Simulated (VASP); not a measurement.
Input:

```
CELL_PARAMETERS angstrom
     -2.18253     2.18253     1.15738
      2.18253    -2.18253     1.15738
      2.18253     2.18253    -1.15738
ATOMIC_POSITIONS crystal
  Mn 0.75000 0.25000 0.50000
  Mn 0.00000 0.00000 0.00000
```

The numbers are results of PBEsol GGA, VASP's PBE PAW potentials (set 64) (plane waves; VASP), not measurements. Numerical set-up: 400 eV cut-off, 20×20×20 Γ-centred mesh, tetrahedra with Blöchl corrections, potentials Mn_pv.

Question: Predict the energy per atom (σ→0), band gap (on the k-mesh) with the smallest direct gap where there is one.

Answer: 
The band gap (on the k-mesh) comes out as none (metal, semimetal or under 0.01 eV) and the energy per atom (σ→0) is -9.051 eV/atom.

The structure was generated: Mn was put into the beta-Sn type (I4_1/amd), which need not be its known phase. It was relaxed first, which changed the volume by -9 %. The run is not spin-polarised, so no magnetic state was tried.
